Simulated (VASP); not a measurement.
```
CELL_PARAMETERS angstrom
      4.48852     0.00000     0.00000
      0.00000     4.48852     0.00000
      0.00000     0.00000     2.99920
ATOMIC_POSITIONS crystal
  Mg 0.00000 0.00000 0.00000
  Mg 0.50000 0.50000 0.50000
  H  0.30421 0.30421 0.00000
  H  0.80421 0.19579 0.50000
  H  0.19579 0.80421 0.50000
  H  0.69579 0.69579 0.00000
```

Calculation: rev-vdW-DF2, VASP's PBE PAW potentials (set 64) (plane waves; VASP). Settings: 520 eV cut-off, 6×6×8 Γ-centred mesh, tetrahedra with Blöchl corrections, potentials Mg H.

Q: Estimate the energy per atom (σ→0).

A: 
- energy per atom (σ→0): -2.565 eV/atom

Total energies compare only between runs with the same potentials, cut-off and functional.

The compound is MgH2 in the rutile structure. It was relaxed first.
